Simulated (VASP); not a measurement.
## Zn4Te3O under changes of volume

One of the cells (24.054 Å³/atom); the others are scaled copies at fixed shape and fractional positions:

```
Zn Te O
1.0
    -2.91560    2.91560    5.65929
     2.91560   -2.91560    5.65929
     2.91560    2.91560   -5.65929
Zn Te O
4 3 1
Direct
  0.69134 0.69134 0.59709
  0.09425 0.09425 0.40291
  0.30866 0.90575 0.00000
  0.90575 0.30866 0.00000
  0.50000 0.50000 0.00000
  0.25000 0.75000 0.50000
  0.75000 0.25000 0.50000
  0.00000 0.00000 0.00000
```

The cell was built by a generator and needn't be a form met in nature.

| Item | Value |
| --- | --- |
| Program | VASP 6.6.1 |
| Functional | PBE |
| Potentials or basis | VASP PAW PBE potentials, release 64 (Zn, Te, O) |
| Cutoff | 520 eV |
| k mesh | 8 × 8 × 8 |
| Occupations | gaussian, width 0.1 eV |
| Spin | no spin polarisation |

| volume (Å³/atom) | energy over the lowest point (meV/atom) | pressure (GPa) | gap on the mesh (eV) | largest force (eV/Å) |
| --- | --- | --- | --- | --- |
| 22.611 | ? | ? | ? | ? |
| 23.332 | 4.00 | 1.8 | 0.40 | 0.007 |
| 24.054 | 0.00 | 0.0 | 0.31 | 0.007 |
| 24.776 | 3.53 | -1.6 | 0.21 | 0.014 |
| 25.497 | 13.39 | -2.8 | 0.12 | 0.017 |

Q: What does the run at 22.611 Å³/atom give?

A: Energy over the lowest point 16.91 meV/atom; pressure 4.0 GPa; gap on the mesh 0.50 eV; largest force 0.016 eV/Å.

Worked out: A Birch-Murnaghan fit of order 2 (a polynomial in V^(-2/3)) to the other rows has its minimum at 24.06 Å³/atom with B0 = V·E''(V) = 55 GPa at fixed shape and positions, which overstates the stiffness. It gives 16.61 meV/atom at 22.611 Å³/atom, against the run's 16.91, and -dE/dV = 3.9 GPa, against 4.0. A straight line through the other rows of the gap, of slope -3.18 eV per unit of ln V (its deformation potential), extrapolates to 0.50 eV, against the run's 0.50.

Energies are extrapolated to zero smearing.

Caveats: spin-orbit coupling is left out, which moves the levels of the heavy elements.
